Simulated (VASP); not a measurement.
```
PbF2
1.0
    0.00000     2.99706     2.99706
    2.99706     0.00000     2.99706
    2.99706     2.99706     0.00000
Pb F
1 2
Direct
  0.00000   0.00000   0.00000
  0.25000   0.25000   0.25000
  0.75000   0.75000   0.75000
```

Level of theory: PBE GGA, VASP's PBE PAW potentials (set 64) (plane waves; VASP). Run with 520 eV cut-off, Gaussian smearing of 0.050 eV, potentials Pb_d F.

Unless said otherwise, spin-orbit coupling is left out, though it shifts the bands of the heavy elements here.

Q: Estimate the band gap (along the path) with the smallest direct gap where there is one.

A: 
The band gap (along the path) comes out as 4.42 eV. The smallest direct gap (along the path) is 4.56 eV.

Only differences to runs with the same potentials and settings are physical.

The compound is PbF2 in the fluorite structure, the β form. It was relaxed first.
